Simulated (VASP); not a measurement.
All values below come from PBE GGA, VASP's PBE PAW potentials (set 64) (plane waves; VASP).

Input for VASP

### KPOINTS
```
Automatic mesh
0
gamma
 12 12 12
0 0 0
```

**INCAR**
```
ALGO = Normal
EDIFF = 1E-6
ENCUT = 400
GGA = PE
ISIF = 2
ISMEAR = 0
LASPH = .True.
LCHARG = .False.
LMAXMIX = 6
LREAL = .False.
LWAVE = .False.
NELECT = 22.02
NELM = 100
PREC = Accurate
SIGMA = 0.05
SYSTEM = WSi2
```

### POSCAR
```
WSi2
1
   -1.6371000000     1.6371000000     3.9933000000
    1.6371000000    -1.6371000000     3.9933000000
    1.6371000000     1.6371000000    -3.9933000000
Si W
2 1
Direct
  0.6650000000   0.6650000000   0.0000000000
  0.3350000000   0.3350000000   0.0000000000
  0.0000000000   0.0000000000   0.0000000000
```

POTCAR, in this order: Si W_sv (PBE.64 set). Program: vasp_std.

The resulting files:

**OSZICAR**
```
       N       E                     dE             d eps       ncg     rms          rms(c)
DAV:   1     0.107955295981E+03    0.10796E+03   -0.96369E+03  4890   0.122E+03
DAV:   2    -0.218619802075E+02   -0.12982E+03   -0.12817E+03  5667   0.316E+02
DAV:   3    -0.254350161983E+02   -0.35730E+01   -0.34795E+01  6619   0.466E+01
DAV:   4    -0.254612231406E+02   -0.26207E-01   -0.25743E-01  5604   0.465E+00
DAV:   5    -0.254615846793E+02   -0.36154E-03   -0.36143E-03  6640   0.526E-01    0.227E+01
DAV:   6    -0.246553879888E+02    0.80620E+00   -0.55579E+00  5884   0.167E+01    0.718E+00
DAV:   7    -0.245684988829E+02    0.86889E-01   -0.45663E-01  5681   0.384E+00    0.440E+00
DAV:   8    -0.245419419924E+02    0.26557E-01   -0.65793E-02  6171   0.224E+00    0.310E-01
DAV:   9    -0.245415487068E+02    0.39329E-03   -0.15999E-03  5975   0.326E-01    0.190E-01
DAV:  10    -0.245414723276E+02    0.76379E-04   -0.39561E-04  6087   0.195E-01    0.343E-02
DAV:  11    -0.245414635168E+02    0.88108E-05   -0.52663E-05  6129   0.596E-02    0.154E-02
DAV:  12    -0.245414632683E+02    0.24855E-06   -0.21862E-06  4363   0.102E-02
   1 F= -.24541463E+02 E0= -.24541216E+02  d E =-.494580E-03
```

### OUTCAR
```
------------------------ aborting loop because EDIFF is reached ----------------------------------------
  FORCE on cell =-STRESS in cart. coord.  units (eV):
  Direction    XX          YY          ZZ          XY          YZ          ZX
  --------------------------------------------------------------------------------------
  Total       -1.8457816     -1.8457816     -2.3153789      0.0000000     -0.0000000      0.0000000
  in kB      -69.0794003    -69.0794003    -86.6543362      0.0000000     -0.0000000      0.0000000
  external PRESSURE =     -74.9377123 kB  Pullay stress =       0.0000000 kB
  volume of cell :       42.81
      direct lattice vectors                 reciprocal lattice vectors
    -1.637100000  1.637100000  3.993300000     0.000000000  0.305418117  0.125209726
     1.637100000 -1.637100000  3.993300000     0.305418117  0.000000000  0.125209726
     1.637100000  1.637100000 -3.993300000     0.305418117  0.305418117  0.000000000
 POSITION                                       TOTAL-FORCE (eV/Angst)
 -----------------------------------------------------------------------------------
      0.00000      0.00000      5.31109        -0.000000     -0.000000     -0.044939
      0.00000      0.00000      2.67551        -0.000000     -0.000000      0.044939
      0.00000      0.00000      0.00000         0.000000      0.000000     -0.000000
 -----------------------------------------------------------------------------------
    total drift:                                0.000000      0.000000     -0.000000
  FREE ENERGIE OF THE ION-ELECTRON SYSTEM (eV)
  ---------------------------------------------------
  free  energy   TOTEN  =       -24.5414632683 eV

  energy  without entropy=      -24.5409686883  energy(sigma->0) =      -24.54121598
```
(Selected blocks of OUTCAR.)

The cell is charged, with a uniform compensating background.

The compound is WSi2 in the MoSi2 type structure. The cell was not relaxed at this level. The run is one of a series of settings (ISMEAR = 0, NELECT = 22.02, SIGMA = 0.05 against the base run), some of them coarse on purpose.
